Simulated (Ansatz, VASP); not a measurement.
# GaP in two plane-wave programs, part 2 of 2

One calculation is typed for both programs; each brings its own data sets. How far apart do they land? The cell is taken from a series of runs on this material, whose earlier steps may have relaxed, scaled, displaced or heated it; both programs get it as it stands.

VASP 6.6.1 and Ansatz 0.2.0.

So far: The starting structure; Ansatz: zone-centre phonons, PBE.

### Step 3. VASP: zone-centre phonons, PBE

Level of this step: PBE; plane waves and PAW (Ga_d, P) (VASP).

The same cell, functional and mesh now go to VASP, with its own data sets.

Lines of VASP's logs that name or quote its potential files are left out, and so is its time.

INCAR reads:

```
SYSTEM = GaP
PREC = Accurate
ENCUT = 500
EDIFF = 1E-08
NELM = 120
ISMEAR = 0
SIGMA = 0.01
LREAL = .FALSE.
ALGO = Normal
GGA = PE
NBANDS = 15
LORBIT = 11
LWAVE = .FALSE.
LCHARG = .FALSE.
ISIF = 2
IBRION = 8
LEPSILON = .TRUE.
LASPH = .TRUE.
GGA_COMPAT = .FALSE.
EFERMI = MIDGAP
KPAR = 2
```

POSCAR reads:

```
GaP
1.0
    0.0000000000      2.7252500000      2.7252500000
    2.7252500000      0.0000000000      2.7252500000
    2.7252500000      2.7252500000      0.0000000000
Ga P
1 1
Direct
    0.0000000000      0.0000000000      0.0000000000
    0.2500000000      0.2500000000      0.2500000000
```

KPOINTS reads:

```
Automatic mesh
0
Gamma
8 8 8
0 0 0
```

Potentials, in the order of the species: Ga_d and P (PBE family, release 64).

Started as:

```console
$ mpirun -np 2 vasp_std
```

Numbers of over 12 decimals in the logs are rounded to 6 here.

What it wrote:

```text
[banner, memory and clock lines left out]
running    2 mpi-ranks, on    1 nodes
 distrk:  each k-point on    1 cores,    2 groups
 distr:  one band on    1 cores,    1 groups

 POSCAR found type information on POSCAR GaP
 POSCAR found :  2 types and       2 ions
 LDA part: xc-table for (Slater+PW92), standard interpolation
 POSCAR, INCAR and KPOINTS ok, starting setup
 FFT: planning ... GRIDC
 FFT: planning ... GRID_SOFT
 FFT: planning ... GRID
 WAVECAR not read
 entering main loop
       N       E                     dE             d eps       ncg     rms          rms(c)
DAV:   1     0.806906777080E+02    0.80691E+02   -0.88697E+03   886   0.167E+03
DAV:   2    -0.302054426292E+01   -0.83711E+02   -0.79652E+02   975   0.311E+02
DAV:   3    -0.928049305997E+01   -0.62599E+01   -0.62359E+01  1108   0.680E+01
DAV:   4    -0.938312077750E+01   -0.10263E+00   -0.10260E+00  1040   0.955E+00
DAV:   5    -0.938535518868E+01   -0.22344E-02   -0.22343E-02  1130   0.124E+00    0.425E+00
DAV:   6    -0.914229133367E+01    0.24306E+00   -0.39967E-01  1347   0.112E+01    0.281E+00
DAV:   7    -0.911516287723E+01    0.27128E-01   -0.10028E-01  1148   0.221E+00    0.112E+00
DAV:   8    -0.911548114107E+01   -0.31826E-03   -0.13958E-02  1053   0.152E+00    0.187E-01
DAV:   9    -0.911587630523E+01   -0.39516E-03   -0.14355E-03  1148   0.562E-01    0.861E-02
DAV:  10    -0.911594164143E+01   -0.65336E-04   -0.11237E-04  1361   0.114E-01    0.406E-02
DAV:  11    -0.911601236358E+01   -0.70722E-04   -0.98512E-05  1024   0.863E-02    0.508E-03
DAV:  12    -0.911601203249E+01    0.33109E-06   -0.29862E-06  1113   0.240E-02    0.280E-03
DAV:  13    -0.911601237572E+01   -0.34323E-06   -0.94389E-07  1101   0.845E-03    0.186E-03
DAV:  14    -0.911601237253E+01    0.31914E-08   -0.34858E-08  1079   0.180E-03
   1 F= -.91160124E+01 E0= -.91160124E+01  d E =0.000000E+00
 Linear response reoptimize wavefunctions to high precision
DAV:   1    -0.911601237291E+01   -0.38199E-09   -0.43279E-09  1101   0.477E-04
DAV:   2    -0.911601237290E+01    0.13642E-10   -0.15390E-10   631   0.974E-05
 Linear response G [H, r] |phi>, progress :
  Direction:   1
       N       E                     dE             d eps       ncg     rms
RMM:   1    -0.403616831629E+02   -0.40362E+02    0.17053E+02  1006   0.233E+02
RMM:   2    -0.491277982204E+02   -0.87661E+01   -0.11761E+01  1807   0.347E+01
RMM:   3    -0.510091071790E+02   -0.18813E+01   -0.24084E+00  1791   0.850E+00
RMM:   4    -0.509690630805E+02    0.40044E-01    0.59861E-02  1877   0.232E+00
RMM:   5    -0.509922616668E+02   -0.23199E-01   -0.46869E-02  1885   0.604E-01
RMM:   6    -0.509879186663E+02    0.43430E-02    0.59552E-03  1901   0.198E-01
RMM:   7    -0.509887234790E+02   -0.80481E-03   -0.11970E-03  1913   0.715E-02
RMM:   8    -0.509886177347E+02    0.10574E-03    0.21994E-05  1949   0.284E-02
RMM:   9    -0.509886273738E+02   -0.96391E-05   -0.48428E-05  1921   0.127E-02
RMM:  10    -0.509886247865E+02    0.25872E-05   -0.16361E-05  1892   0.675E-03
RMM:  11    -0.509886258641E+02   -0.10775E-05   -0.25854E-05  1719   0.412E-03
RMM:  12    -0.509886258055E+02    0.58591E-07   -0.24822E-05  1492   0.304E-03
RMM:  13    -0.509886258579E+02   -0.52427E-07   -0.25263E-05  1271   0.248E-03
RMM:  14    -0.509886257160E+02    0.14186E-06   -0.23978E-05  1131   0.232E-03
RMM:  15    -0.509886258283E+02   -0.11227E-06   -0.25597E-05  1052   0.212E-03
RMM:  16    -0.509886254957E+02    0.33258E-06   -0.21317E-05  1017   0.217E-03
RMM:  17    -0.509886256268E+02   -0.13108E-06   -0.25941E-05   995   0.206E-03
RMM:  18    -0.509886257075E+02   -0.80663E-07   -0.16369E-05   943   0.213E-03
 Linear response G [H, r] |phi>, progress :
  Direction:   2
       N       E                     dE             d eps       ncg     rms
RMM:   1    -0.398421885068E+02   -0.39842E+02    0.13978E+02  1019   0.232E+02
RMM:   2    -0.500746954097E+02   -0.10233E+02   -0.64122E+00  1797   0.341E+01
RMM:   3    -0.524680258673E+02   -0.23933E+01   -0.22426E+00  1755   0.834E+00
RMM:   4    -0.524360185134E+02    0.32007E-01    0.64612E-02  1855   0.232E+00
RMM:   5    -0.524600883334E+02   -0.24070E-01   -0.49056E-02  1860   0.607E-01
RMM:   6    -0.524557083211E+02    0.43800E-02    0.60382E-03  1883   0.194E-01
RMM:   7    -0.524565207281E+02   -0.81241E-03   -0.11518E-03  1898   0.677E-02
RMM:   8    -0.524564170228E+02    0.10371E-03    0.38376E-05  1926   0.264E-02
RMM:   9    -0.524564262875E+02   -0.92647E-05   -0.25436E-05  1922   0.114E-02
RMM:  10    -0.524564243653E+02    0.19222E-05   -0.27329E-07  1899   0.592E-03
RMM:  11    -0.524564252036E+02   -0.83835E-06   -0.74910E-06  1705   0.339E-03
RMM:  12    -0.524564254825E+02   -0.27891E-06   -0.10391E-05  1479   0.235E-03
RMM:  13    -0.524564252645E+02    0.21800E-06   -0.72136E-06  1258   0.183E-03
RMM:  14    -0.524564255426E+02   -0.27806E-06   -0.95878E-06  1121   0.160E-03
RMM:  15    -0.524564254767E+02    0.65887E-07   -0.88955E-06  1049   0.151E-03
[...]
RMM:   6    -0.150160939152E+01   -0.11772E-05   -0.51869E-06  1854   0.128E-02
RMM:   7    -0.150160952011E+01   -0.12859E-06   -0.39873E-07  1865   0.436E-03
RMM:   8    -0.150160953237E+01   -0.12258E-07    0.55604E-08  1838   0.157E-03
RMM:   9    -0.150160956412E+01   -0.31748E-07   -0.17178E-07  1668   0.549E-04
[...]
Linear response to external field, progress :
  Direction:   2
       N       E                     dE             d eps       ncg     rms          rms(c)
RMM:   1    -0.164118540722E+00   -0.16412E+00    0.48342E+00  3131   0.814E+00
RMM:   2    -0.119362225677E+01   -0.10295E+01   -0.74480E-02  5641   0.176E+00    0.149E+00
RMM:   3    -0.116341715840E+01    0.30205E-01   -0.29430E-02  5771   0.994E-01    0.884E-01
RMM:   4    -0.120658926783E+01   -0.43172E-01   -0.27516E-02  5801   0.955E-01    0.188E-01
RMM:   5    -0.122222590171E+01   -0.15637E-01   -0.18025E-03  5893   0.285E-01    0.398E-02
RMM:   6    -0.122804946543E+01   -0.58236E-02   -0.18200E-04  5942   0.101E-01    0.315E-02
RMM:   7    -0.122864888406E+01   -0.59942E-03   -0.38499E-05  5684   0.396E-02    0.304E-03
RMM:   8    -0.122899592430E+01   -0.34704E-03    0.14864E-06  6195   0.137E-02    0.179E-03
RMM:   9    -0.122896477934E+01    0.31145E-04   -0.36906E-06  5891   0.519E-03    0.676E-04
RMM:  10    -0.122896561761E+01   -0.83827E-06    0.17523E-07  5986   0.201E-03    0.255E-04
RMM:  11    -0.122895738768E+01    0.82299E-05   -0.35727E-07  5946   0.889E-04    0.113E-04
RMM:  12    -0.122895563184E+01    0.17558E-05   -0.13909E-07  5496   0.349E-04    0.529E-05
RMM:  13    -0.122895492748E+01    0.70436E-06   -0.22290E-07  3234   0.153E-04    0.867E-06
 change of polarisation eV/A/(eV/A) component  2 :     0.748     2.277     0.331
 dielectric tensor                  component  2 :     3.342    11.179     1.480
 Linear response to external field, progress :
  Direction:   3
       N       E                     dE             d eps       ncg     rms          rms(c)
RMM:   1    -0.163040162183E+00   -0.16304E+00    0.48449E+00  3130   0.814E+00
RMM:   2    -0.119360928550E+01   -0.10306E+01   -0.74811E-02  5639   0.176E+00    0.149E+00
RMM:   3    -0.116342164696E+01    0.30188E-01   -0.29449E-02  5776   0.994E-01    0.884E-01
RMM:   4    -0.120659916480E+01   -0.43178E-01   -0.27501E-02  5796   0.955E-01    0.188E-01
RMM:   5    -0.122222210479E+01   -0.15623E-01   -0.18058E-03  5896   0.285E-01    0.398E-02
RMM:   6    -0.122804644011E+01   -0.58243E-02   -0.17626E-04  5938   0.101E-01    0.315E-02
RMM:   7    -0.122865305481E+01   -0.60661E-03   -0.38713E-05  5688   0.396E-02    0.303E-03
RMM:   8    -0.122899515810E+01   -0.34210E-03    0.28456E-06  6192   0.136E-02    0.180E-03
RMM:   9    -0.122896481755E+01    0.30341E-04   -0.44152E-06  5893   0.518E-03    0.681E-04
RMM:  10    -0.122896589198E+01   -0.10744E-05    0.23828E-07  5990   0.201E-03    0.250E-04
RMM:  11    -0.122895796109E+01    0.79309E-05   -0.44453E-07  5945   0.893E-04    0.117E-04
RMM:  12    -0.122895604783E+01    0.19133E-05   -0.59682E-08  5558   0.351E-04    0.541E-05
RMM:  13    -0.122895539948E+01    0.64834E-06   -0.21349E-07  3244   0.153E-04    0.879E-06
 change of polarisation eV/A/(eV/A) component  3 :     0.598     0.526     2.277
 dielectric tensor                  component  3 :     2.672     2.351    11.179
 Linear response DOF=           2
 Linear response progress:
  Degree of freedom:   1/  2
       N       E                     dE             d eps       ncg     rms          rms(c)
RMM:   1    -0.164229384830E+00   -0.16423E+00    0.85665E-02  3598   0.811E+00
RMM:   2    -0.163017649529E+00    0.12117E-02   -0.27559E-02  5449   0.138E+00    0.531E-02
RMM:   3    -0.163129698552E+00   -0.11205E-03   -0.35115E-03  5757   0.396E-01    0.409E-02
RMM:   4    -0.162921287244E+00    0.20841E-03   -0.50881E-04  5920   0.132E-01    0.106E-02
RMM:   5    -0.162900782623E+00    0.20505E-04    0.66014E-05  6083   0.399E-02    0.329E-03
RMM:   6    -0.162911215459E+00   -0.10433E-04    0.53045E-05  5966   0.149E-02    0.993E-04
RMM:   7    -0.162920232392E+00   -0.90169E-05    0.24028E-05  5918   0.602E-03    0.148E-04
RMM:   8    -0.162920475637E+00   -0.24324E-06    0.14199E-05  6046   0.251E-03    0.681E-05
RMM:   9    -0.162920938684E+00   -0.46305E-06    0.61922E-06  5902   0.107E-03    0.219E-05
RMM:  10    -0.162921239287E+00   -0.30060E-06    0.37053E-06  6072   0.506E-04    0.778E-06
RMM:  11    -0.162921475898E+00   -0.23661E-06    0.13217E-06  6117   0.249E-04    0.458E-06
RMM:  12    -0.162921525375E+00   -0.49477E-07    0.74815E-07  6147   0.126E-04    0.289E-06
RMM:  13    -0.162921559329E+00   -0.33954E-07    0.44367E-07  5974   0.712E-05    0.310E-07
RMM:  14    -0.162921571178E+00   -0.11849E-07    0.37131E-07  5862   0.455E-05    0.507E-07
RMM:  15    -0.162921599570E+00   -0.28391E-07    0.10597E-07  4556   0.328E-05    0.536E-07
RMM:  16    -0.162921591150E+00    0.84193E-08    0.19614E-07  3759   0.273E-05    0.614E-07
RMM:  17    -0.162921605608E+00   -0.14457E-07    0.47790E-08  4061   0.250E-05    0.172E-07
RMM:  18    -0.162921602627E+00    0.29809E-08    0.75170E-08  3673   0.236E-05    0.214E-07
 first order change of Fermi-energy  -0.10623E+01
 force on displaced ion       1 direction 1 : -10.058   0.000   0.000
 Born effective charge ion    1 direction 1 :   2.161   0.000   0.000
 Linear response progress:
  Degree of freedom:   2/  2
       N       E                     dE             d eps       ncg     rms          rms(c)
RMM:   1    -0.506590493356E-01   -0.50659E-01    0.10279E-02  6381   0.178E+00
RMM:   2    -0.473393843151E-01    0.33197E-02   -0.55113E-03  5188   0.509E-01    0.118E-01
RMM:   3    -0.474778411215E-01   -0.13846E-03   -0.37626E-04  5682   0.160E-01    0.593E-02
RMM:   4    -0.478622548875E-01   -0.38441E-03   -0.25888E-05  5602   0.614E-02    0.118E-02
RMM:   5    -0.479021662303E-01   -0.39911E-04    0.41651E-06  5978   0.219E-02    0.703E-03
RMM:   6    -0.478859734743E-01    0.16193E-04   -0.42933E-07  5638   0.786E-03    0.410E-03
RMM:   7    -0.478848943413E-01    0.10791E-05   -0.94835E-07  5829   0.317E-03    0.211E-04
RMM:   8    -0.478828038770E-01    0.20905E-05   -0.49726E-08  5791   0.104E-03    0.157E-04
RMM:   9    -0.478823713590E-01    0.43252E-06    0.12273E-08  5847   0.341E-04    0.283E-05
RMM:  10    -0.478824559984E-01   -0.84639E-07    0.20788E-08  5809   0.122E-04    0.499E-06
RMM:  11    -0.478824768233E-01   -0.20825E-07   -0.97100E-09  5868   0.498E-05    0.538E-06
RMM:  12    -0.478824756136E-01    0.12097E-08   -0.55002E-09  5838   0.256E-05    0.949E-07
 first order change of Fermi-energy   0.10626E+01
 force on displaced ion       2 direction 1 : -10.023   0.000   0.000
 Born effective charge ion    2 direction 1 :  -2.284   0.000   0.000
 Born effective charges drift removed
 Linear response finished
```

From OUTCAR (step 3):

```text
ion  position               nearest neighbor table
   1  0.000  0.000  0.000-   2 2.36   2 2.36   2 2.36   2 2.36
   2  0.250  0.250  0.250-   1 2.36   1 2.36   1 2.36   1 2.36

  LATTYP: Found a face centered cubic cell.
 ALAT       =     5.4505000000

 Subroutine GETGRP returns: Found 24 space group operations
 (whereof 24 operations were pure point group operations)

The static configuration has the point symmetry T_d .

 Found     29 irreducible k-points:

   k-points           NKPTS =     29   k-points in BZ     NKDIM =     29   number of bands    NBANDS=     15

   dimension x,y,z NGX =    28 NGY =   28 NGZ =   28
   dimension x,y,z NGXF=    56 NGYF=   56 NGZF=   56

   ENCUT  =  500.0 eV  36.75 Ry    6.06 a.u.   7.03  7.03  7.03*2*pi/ulx,y,z

   NELECT =      18.0000    total number of electrons

 k-points in reciprocal lattice and weights: Automatic mesh
   0.00000000  0.00000000  0.00000000       0.002
   0.12500000  0.00000000  0.00000000       0.016
   0.25000000  0.00000000  0.00000000       0.016
   0.37500000  0.00000000  0.00000000       0.016
   0.50000000  0.00000000  0.00000000       0.008
   0.12500000  0.12500000  0.00000000       0.012
   0.25000000  0.12500000  0.00000000       0.047
   0.37500000  0.12500000  0.00000000       0.047
   0.50000000  0.12500000  0.00000000       0.047
[...]
-0.37500000  0.50000000  0.12500000       0.023
  -0.25000000  0.50000000  0.25000000       0.012

 average (electrostatic) potential at core
       1 -65.3849       2 -83.4039

  Total        0.6242922      0.6242922      0.6242922     -0.0000000     -0.0000000     -0.0000000
  in kB       24.7086766     24.7086766     24.7086766     -0.0000000     -0.0000000     -0.0000000
  external PRESSURE =      24.7086766 kB  Pullay stress =       0.0000000 kB

  energy-cutoff  :      500.00
  volume of cell :       40.48
      direct lattice vectors                 reciprocal lattice vectors
     0.000000000  2.725250000  2.725250000    -0.183469406  0.183469406  0.183469406
     2.725250000  0.000000000  2.725250000     0.183469406 -0.183469406  0.183469406
     2.725250000  2.725250000  0.000000000     0.183469406  0.183469406 -0.183469406

 POSITION                                       TOTAL-FORCE (eV/Angst)
 -----------------------------------------------------------------------------------
      0.00000      0.00000      0.00000        -0.000000      0.000000     -0.000000
      1.36262      1.36262      1.36262         0.000000      0.000000      0.000000
 -----------------------------------------------------------------------------------
    total drift:                                0.000001      0.000001      0.000001

 MACROSCOPIC STATIC DIELECTRIC TENSOR (including local field effects in DFT)
 ------------------------------------------------------
          11.179065    -0.000000     0.000000
          -0.000000    11.179065     0.000000
          -0.000000     0.000000    11.179065
 ------------------------------------------------------

 PIEZOELECTRIC TENSOR (including local field effects)  for field in x, y, z        (C/m^2)
          XX          YY          ZZ          XY          YZ          ZX
  --------------------------------------------------------------------------------
  x    -0.00000     0.00000     0.00000     0.00000    -0.81223     0.00000
  y     0.00000    -0.00000     0.00000     0.00000     0.00000    -0.81223
  z     0.00000     0.00000    -0.00000    -0.81223     0.00000     0.00000

 BORN EFFECTIVE CHARGES (including local field effects) (in |e|, cummulative output)
 ---------------------------------------------------------------------------------
 ion    1
    1     2.21977     0.00000     0.00000
    2     0.00000     2.21977     0.00000
    3     0.00000     0.00000     2.21977
 ion    2
    1    -2.21977     0.00000     0.00000
    2     0.00000    -2.21977     0.00000
    3     0.00000     0.00000    -2.21977

 Eigenvectors and eigenvalues of the dynamical matrix
 ----------------------------------------------------

   1 f  =   10.693035 THz    67.186318 2PiTHz  356.681243 cm-1    44.222818 meV
             X         Y         Z           dx          dy          dz
      0.000000  0.000000  0.000000    -0.555293   -0.000000   -0.000000
      1.362625  1.362625  1.362625     0.831655    0.000000    0.000000

   2 f  =   10.693035 THz    67.186318 2PiTHz  356.681243 cm-1    44.222818 meV
             X         Y         Z           dx          dy          dz
      0.000000  0.000000  0.000000     0.000000   -0.555293   -0.000000
      1.362625  1.362625  1.362625    -0.000000    0.831655    0.000000

   3 f  =   10.693035 THz    67.186318 2PiTHz  356.681243 cm-1    44.222818 meV
             X         Y         Z           dx          dy          dz
      0.000000  0.000000  0.000000     0.000000    0.000000   -0.555293
      1.362625  1.362625  1.362625     0.000000    0.000000    0.831655

   4 f/i=    0.008730 THz     0.054850 2PiTHz    0.291192 cm-1     0.036103 meV
             X         Y         Z           dx          dy          dz
      0.000000  0.000000  0.000000    -0.477606    0.680839   -0.000000
      1.362625  1.362625  1.362625    -0.318896    0.454594    0.000000

   5 f/i=    0.008730 THz     0.054850 2PiTHz    0.291192 cm-1     0.036103 meV
             X         Y         Z           dx          dy          dz
      0.000000  0.000000  0.000000    -0.680839   -0.477606    0.000000
      1.362625  1.362625  1.362625    -0.454594   -0.318896    0.000000

   6 f/i=    0.008730 THz     0.054850 2PiTHz    0.291192 cm-1     0.036103 meV
             X         Y         Z           dx          dy          dz
      0.000000  0.000000  0.000000     0.000000    0.000000    0.831655
      1.362625  1.362625  1.362625     0.000000    0.000000    0.555293

 MACROSCOPIC STATIC DIELECTRIC TENSOR IONIC CONTRIBUTION
 ------------------------------------------------------
           2.193709     0.000000     0.000000
           0.000000     2.193709     0.000000
           0.000000     0.000000     2.193709
 ------------------------------------------------------

 ELASTIC MODULI CONTR FROM IONIC RELAXATION (kBar)
 Direction    XX          YY          ZZ          XY          YZ          ZX
 --------------------------------------------------------------------------------
 XX          -0.0000     -0.0000     -0.0000     -0.0000     -0.0000     -0.0000
 YY          -0.0000     -0.0000     -0.0000     -0.0000     -0.0000      0.0000
 ZZ          -0.0000     -0.0000     -0.0000     -0.0000     -0.0000     -0.0000
 XY          -0.0000     -0.0000     -0.0000   -216.9970      0.0000      0.0000
 YZ          -0.0000     -0.0000     -0.0000      0.0000   -216.9970      0.0000
 ZX          -0.0000      0.0000     -0.0000      0.0000      0.0000   -216.9970
 --------------------------------------------------------------------------------

 PIEZOELECTRIC TENSOR IONIC CONTR  for field in x, y, z        (C/m^2)
          XX          YY          ZZ          XY          YZ          ZX
  --------------------------------------------------------------------------------
  x     0.00000     0.00000     0.00000     0.00000     0.64922     0.00000
  y     0.00000    -0.00000     0.00000     0.00000     0.00000     0.64922
  z     0.00000     0.00000     0.00000     0.64922     0.00000     0.00000
```

### Step 4. Comparison

Known differences besides the potentials themselves: fixed occupations in Ansatz, narrow Gaussian smearing in VASP; VASP's response is taken on the typed mesh, Ansatz refines its own for the field response alone; the cutoff is 420 eV in Ansatz and 500 eV in VASP. Total energies have different zeros and are not compared.

Compared:

```
                                     quantity  Ansatz   VASP  difference
                                        ε∞ xx   10.37  11.18     -7.21 %
                                        ε∞ yy   10.37  11.18     -7.21 %
                                        ε∞ zz   10.37  11.18     -7.21 %
Born charge of Ga1 (mean of the diagonal) (e)    2.15   2.22       -0.07
 Born charge of P2 (mean of the diagonal) (e)   -2.15  -2.22       +0.07
                   optical mode 1 to 3 (cm⁻¹)   357.7  356.7     +0.28 %
```

Modes are paired by rising frequency, not by their patterns, so a pair may set unlike modes beside each other; they are those without the splitting of longitudinal modes.

### Step 5. Outcome

```yaml
difference_in_eps_infinity_xx_zone_centre_phonons_pbe: -7.2 %
```

What this shows: The difference in ε∞ xx is -7.2 % (zone-centre phonons, PBE), beyond the 5 % picked in this series as the mark of a large difference. What causes the difference of the zone-centre phonons, PBE pair stays open here. How closely two codes agree says nothing of how well the functional describes the real material.

[Lines on the potential files, build, host, timing and source positions are cut from VASP's logs without a mark.]

[Logs are printed without paths, hosts, clocks, repeated set-up lines and the standing remarks that a program may print on its own settings, such as how far it seeks lower states.]

[Hosts, paths, dates, database ids (printed as entryN), source tags and the programs' standing remarks are cut or masked in the printed files.]
